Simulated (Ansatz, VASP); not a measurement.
# Cross-check of Al2O3 (Corundum) between VASP and Ansatz, part 2 of 3

One calculation is typed for both programs; each brings its own data sets. How far apart do they land? The cell is taken from a series of runs on this material, whose earlier steps may have relaxed, scaled, displaced or heated it; both programs get it as it stands.

VASP 6.6.1 and Ansatz 0.2.0.

So far: Set-up; VASP: zone-centre phonons, r2SCAN with rVV10.

### 2. VASP: zone-centre phonons, r2SCAN with rVV10 (continued)

Level of this step: r2SCAN with rVV10; plane waves and PAW (Al, O) (VASP).

OUTCAR, selected parts (step 2):

```text
ion  position               nearest neighbor table
   1  0.352  0.352  0.352-  10 1.85   9 1.85   8 1.85   5 1.97   7 1.97   6 1.97   2 2.64   3 2.79
                             3 2.79   3 2.79   2 3.22   2 3.22   2 3.22
   2  0.148  0.148  0.148-   9 1.85  10 1.85   8 1.85   5 1.97   6 1.97   7 1.97   1 2.64   4 2.79
                             4 2.79   4 2.79   1 3.22   1 3.22   1 3.22
   3  0.648  0.648  0.648-   7 1.85   6 1.85   5 1.85   8 1.97  10 1.97   9 1.97   4 2.64   1 2.79
                             1 2.79   1 2.79   4 3.22   4 3.22   4 3.22
   4  0.852  0.852  0.852-   6 1.85   7 1.85   5 1.85   8 1.97   9 1.97  10 1.97   3 2.64   2 2.79
                             2 2.79   2 2.79   3 3.22   3 3.22   3 3.22
   5  0.556  0.944  0.250-   3 1.85   4 1.85   1 1.97   2 1.97
   6  0.250  0.556  0.944-   4 1.85   3 1.85   2 1.97   1 1.97
   7  0.944  0.250  0.556-   3 1.85   4 1.85   1 1.97   2 1.97
   8  0.444  0.056  0.750-   1 1.85   2 1.85   3 1.97   4 1.97
   9  0.750  0.444  0.056-   2 1.85   1 1.85   4 1.97   3 1.97
  10  0.056  0.750  0.444-   1 1.85   2 1.85   3 1.97   4 1.97

  LATTYP: Found a trigonal (rhomboedric) cell.
 ALAT       =     5.1197749088
 COS(alpha) =     0.5693896541

 Subroutine GETGRP returns: Found 12 space group operations
 (whereof  6 operations were pure point group operations)

The static configuration has the point symmetry S_6 .
 The point group associated with its full space group is D_3d.

 Found     32 irreducible k-points:

   k-points           NKPTS =     32   k-points in BZ     NKDIM =     32   number of bands    NBANDS=     34

   dimension x,y,z NGX =    48 NGY =   48 NGZ =   48
   dimension x,y,z NGXF=    96 NGYF=   96 NGZF=   96

   ENCUT  =  660.0 eV  48.51 Ry    6.96 a.u.  10.72 10.72 10.72*2*pi/ulx,y,z

   NELECT =      48.0000    total number of electrons

 k-points in reciprocal lattice and weights: Automatic mesh
   0.00000000  0.00000000  0.00000000       0.005
   0.16666667  0.00000000  0.00000000       0.028
   0.33333333  0.00000000 -0.00000000       0.028
   0.50000000  0.00000000 -0.00000000       0.014
   0.16666667  0.16666667  0.00000000       0.028
   0.33333333  0.16666667 -0.00000000       0.056
   0.50000000  0.16666667  0.00000000       0.056
  -0.33333333  0.16666667  0.00000000       0.056
  -0.16666667  0.16666667  0.00000000       0.028
[...]
-0.33333333  0.50000000  0.33333333       0.028
   0.50000000  0.50000000  0.50000000       0.005

 average (electrostatic) potential at core
       1 -74.3437       2 -74.3159       3 -74.3429       4 -74.3170       5 -70.7434
       6 -70.7440       7 -70.7434       8 -70.7434       9 -70.7426      10 -70.7444

 E-fermi :   9.3780

 k-point     1 :       0.0000    0.0000    0.0000
  band No.  band energies     occupation
    ...
     20       5.2526      2.00000
     21       5.2631      2.00000
     22       5.7341      2.00000
     23       5.7380      2.00000
     24       5.7909      2.00000
     25      12.9652      0.00000
     26      15.9005      0.00000
     27      17.7932      0.00000
     28      18.3830      0.00000
     29      18.3991      0.00000
    ...

 k-point     2 :       0.1667    0.0000    0.0000
  band No.  band energies     occupation
    ...
     20       4.8975      2.00000
     21       5.0659      2.00000
     22       5.4226      2.00000
     23       5.6946      2.00000
     24       5.7349      2.00000
     25      13.5938      0.00000
     26      16.4239      0.00000
     27      17.2731      0.00000
     28      17.9662      0.00000
     29      18.1260      0.00000
    ...

 k-point     3 :       0.3333    0.0000   -0.0000
  band No.  band energies     occupation
    ...
     20       4.3747      2.00000
     21       4.9031      2.00000
     22       5.2077      2.00000
     23       5.5415      2.00000
     24       5.5908      2.00000
     25      14.9337      0.00000
     26      16.6802      0.00000
[...]
total drift:                               -0.000024     -0.000056      0.000117

  FREE ENERGIE OF THE ION-ELECTRON SYSTEM (eV)
  ---------------------------------------------------
  free  energy   TOTEN  =       -95.1054544572 eV

  energy  without entropy=      -95.1054544572  energy(sigma->0) =      -95.10545446

 Eigenvectors and eigenvalues of the dynamical matrix
 ----------------------------------------------------

   1 f  =   22.919463 THz   144.007232 2PiTHz  764.510990 cm-1    94.787239 meV
             X         Y         Z           dx          dy          dz
      0.000000 -0.000000  4.563465    -0.000000    0.000000   -0.062619
      0.000000 -0.000000  1.920855     0.000000    0.000000   -0.062619
      0.000000 -0.000000  8.405176     0.000000   -0.000000    0.062619
      0.000000 -0.000000 11.047786    -0.000000   -0.000000    0.062619
     -0.919999  1.371568  7.565041     0.000000    0.226972   -0.335464
     -0.727814 -1.482526  7.565041    -0.196563   -0.113486   -0.335464
      1.647812  0.110958  7.565041     0.196563   -0.113486   -0.335464
      0.919999 -1.371568  5.403601    -0.000000   -0.226972    0.335464
      0.727814  1.482526  5.403601     0.196563    0.113486    0.335464
     -1.647812 -0.110958  5.403601    -0.196563    0.113486    0.335464

   2 f  =   22.853283 THz   143.591411 2PiTHz  762.303464 cm-1    94.513541 meV
             X         Y         Z           dx          dy          dz
      0.000000 -0.000000  4.563465    -0.084231    0.070521    0.000000
      0.000000 -0.000000  1.920855     0.084232    0.070519    0.000000
      0.000000 -0.000000  8.405176     0.084231   -0.070521   -0.000000
      0.000000 -0.000000 11.047786    -0.084232   -0.070519   -0.000000
     -0.919999  1.371568  7.565041    -0.000002    0.409434   -0.339480
     -0.727814 -1.482526  7.565041     0.257558   -0.036661    0.169744
      1.647812  0.110958  7.565041    -0.257552   -0.036668    0.169736
      0.919999 -1.371568  5.403601     0.000002   -0.409434    0.339480
      0.727814  1.482526  5.403601    -0.257558    0.036661   -0.169744
     -1.647812 -0.110958  5.403601     0.257552    0.036668   -0.169736

   3 f  =   22.853283 THz   143.591411 2PiTHz  762.303464 cm-1    94.513541 meV
             X         Y         Z           dx          dy          dz
      0.000000 -0.000000  4.563465     0.070521    0.084231    0.000000
      0.000000 -0.000000  1.920855     0.070519   -0.084232   -0.000000
      0.000000 -0.000000  8.405176    -0.070521   -0.084231   -0.000000
      0.000000 -0.000000 11.047786    -0.070519    0.084232    0.000000
     -0.919999  1.371568  7.565041    -0.185364   -0.000005    0.000004
     -0.727814 -1.482526  7.565041     0.260731    0.257556    0.293996
      1.647812  0.110958  7.565041     0.260738   -0.257555   -0.294000
      0.919999 -1.371568  5.403601     0.185364    0.000005   -0.000004
      0.727814  1.482526  5.403601    -0.260731   -0.257556   -0.293996
     -1.647812 -0.110958  5.403601    -0.260738    0.257555    0.294000

   4 f  =   21.111796 THz   132.649327 2PiTHz  704.213715 cm-1    87.311334 meV
             X         Y         Z           dx          dy          dz
      0.000000 -0.000000  4.563465    -0.000000   -0.000000   -0.183599
      0.000000 -0.000000  1.920855    -0.000000    0.000000    0.183599
      0.000000 -0.000000  8.405176    -0.000000   -0.000000   -0.183599
      0.000000 -0.000000 11.047786    -0.000000    0.000000    0.183599
     -0.919999  1.371568  7.565041     0.379729   -0.000000    0.000000
     -0.727814 -1.482526  7.565041    -0.189865    0.328855   -0.000000
      1.647812  0.110958  7.565041    -0.189865   -0.328855    0.000000
      0.919999 -1.371568  5.403601     0.379729   -0.000000    0.000000
      0.727814  1.482526  5.403601    -0.189865    0.328855   -0.000000
     -1.647812 -0.110958  5.403601    -0.189865   -0.328855    0.000000

   5 f  =   19.591588 THz   123.097575 2PiTHz  653.505016 cm-1    81.024259 meV
             X         Y         Z           dx          dy          dz
      0.000000 -0.000000  4.563465    -0.000000   -0.000000    0.085054
      0.000000 -0.000000  1.920855    -0.000000    0.000000   -0.085054
      0.000000 -0.000000  8.405176     0.000000    0.000000   -0.085054
      0.000000 -0.000000 11.047786     0.000000   -0.000000    0.085054
     -0.919999  1.371568  7.565041     0.402298   -0.000000    0.000000
     -0.727814 -1.482526  7.565041    -0.201149    0.348400   -0.000000
      1.647812  0.110958  7.565041    -0.201149   -0.348400    0.000000
      0.919999 -1.371568  5.403601    -0.402298   -0.000000    0.000000
      0.727814  1.482526  5.403601     0.201149   -0.348400    0.000000
     -1.647812 -0.110958  5.403601     0.201149    0.348400   -0.000000

   6 f  =   19.270998 THz   121.083254 2PiTHz  642.811317 cm-1    79.698410 meV
             X         Y         Z           dx          dy          dz
      0.000000 -0.000000  4.563465    -0.100727    0.090293   -0.000000
      0.000000 -0.000000  1.920855     0.100735    0.090284   -0.000000
      0.000000 -0.000000  8.405176    -0.100727    0.090293   -0.000000
      0.000000 -0.000000 11.047786     0.100735    0.090284   -0.000000
     -0.919999  1.371568  7.565041     0.000014   -0.462357    0.029370
     -0.727814 -1.482526  7.565041    -0.333188    0.114706   -0.014686
      1.647812  0.110958  7.565041     0.333164    0.114736   -0.014684
      0.919999 -1.371568  5.403601     0.000014   -0.462357    0.029370
      0.727814  1.482526  5.403601    -0.333188    0.114706   -0.014686
     -1.647812 -0.110958  5.403601     0.333164    0.114736   -0.014684

   7 f  =   19.270998 THz   121.083254 2PiTHz  642.811317 cm-1    79.698410 meV
             X         Y         Z           dx          dy          dz
      0.000000 -0.000000  4.563465    -0.090293   -0.100727    0.000000
      0.000000 -0.000000  1.920855    -0.090284    0.100735   -0.000000
      0.000000 -0.000000  8.405176    -0.090293   -0.100727    0.000000
      0.000000 -0.000000 11.047786    -0.090284    0.100735   -0.000000
     -0.919999  1.371568  7.565041    -0.307081   -0.000021    0.000001
     -0.727814 -1.482526  7.565041     0.269983    0.333181    0.025434
      1.647812  0.110958  7.565041     0.270013   -0.333171   -0.025436
      0.919999 -1.371568  5.403601    -0.307081   -0.000021    0.000001
      0.727814  1.482526  5.403601     0.269983    0.333181    0.025434
     -1.647812 -0.110958  5.403601     0.270013   -0.333171   -0.025436

   8 f  =   18.214662 THz   114.446100 2PiTHz  607.575740 cm-1    75.329757 meV
             X         Y         Z           dx          dy          dz
      0.000000 -0.000000  4.563465    -0.000000   -0.000000   -0.465071
      0.000000 -0.000000  1.920855    -0.000000    0.000000    0.465071
      0.000000 -0.000000  8.405176    -0.000000   -0.000000   -0.465071
      0.000000 -0.000000 11.047786    -0.000000    0.000000    0.465071
     -0.919999  1.371568  7.565041    -0.149908   -0.000000    0.000000
     -0.727814 -1.482526  7.565041     0.074954   -0.129824    0.000000
      1.647812  0.110958  7.565041     0.074954    0.129824   -0.000000
      0.919999 -1.371568  5.403601    -0.149908   -0.000000    0.000000
      0.727814  1.482526  5.403601     0.074954   -0.129824    0.000000
     -1.647812 -0.110958  5.403601     0.074954    0.129824   -0.000000

   9 f  =   17.783325 THz   111.735929 2PiTHz  593.187884 cm-1    73.545891 meV
             X         Y         Z           dx          dy          dz
      0.000000 -0.000000  4.563465     0.000000    0.000000   -0.178148
      0.000000 -0.000000  1.920855    -0.000000    0.000000   -0.178148
      0.000000 -0.000000  8.405176     0.000000    0.000000   -0.178148
      0.000000 -0.000000 11.047786    -0.000000    0.000000   -0.178148
     -0.919999  1.371568  7.565041    -0.000000   -0.348820    0.154382
     -0.727814 -1.482526  7.565041     0.302087    0.174410    0.154382
      1.647812  0.110958  7.565041    -0.302087    0.174410    0.154382
      0.919999 -1.371568  5.403601    -0.000000   -0.348820    0.154382
      0.727814  1.482526  5.403601     0.302087    0.174410    0.154382
     -1.647812 -0.110958  5.403601    -0.302087    0.174410    0.154382
    [... 270 further lines ...]
      0.919999 -1.371568  5.403601     0.236760   -0.149768    0.000013
      0.727814  1.482526  5.403601     0.237026   -0.149263    0.000012
     -1.647812 -0.110958  5.403601     0.237331   -0.149746   -0.000025

 ELASTIC MODULI CONTR FROM IONIC RELAXATION (kBar)
 Direction    XX          YY          ZZ          XY          YZ          ZX
 --------------------------------------------------------------------------------
 XX        -405.3028    170.5913    149.5954      0.0000    132.1663     -0.0000
 YY         170.5913   -405.3028    149.5954     -0.0000   -132.1663      0.0000
 ZZ         149.5954    149.5954   -212.4727      0.0000      0.0000     -0.0000
 XY           0.0000     -0.0000      0.0000   -287.9470     -0.0000    132.1666
 YZ         132.1663   -132.1663      0.0000     -0.0000   -156.2909      0.0000
 ZX           0.0000      0.0000     -0.0000    132.1666      0.0000   -156.2912
 --------------------------------------------------------------------------------

 total charge
# of ion       s       p       d       tot
------------------------------------------
    1        0.305   0.406   0.000   0.711
    2        0.305   0.406   0.000   0.711
    3        0.305   0.406   0.000   0.711
    4        0.305   0.406   0.000   0.711
    5        1.548   3.679   0.000   5.227
    6        1.548   3.679   0.000   5.227
    7        1.548   3.679   0.000   5.227
    8        1.548   3.679   0.000   5.227
    9        1.548   3.679   0.000   5.227
   10        1.548   3.679   0.000   5.227
--------------------------------------------------
tot         10.509  23.696   0.000  34.205
```

Levels, forces or a CONTCAR printed for this step are those of its last displaced cell, not of the structure at rest.

[end of part 2 of 3]

[Lines on the potential files, build, host, timing and source positions are cut from VASP's logs without a mark.]

[Logs are printed without paths, hosts, clocks, repeated set-up lines and the standing remarks that a program may print on its own settings, such as how far it seeks lower states.]

[Hosts, paths, dates, database ids (printed as entryN), source tags and the programs' standing remarks are cut or masked in the printed files.]
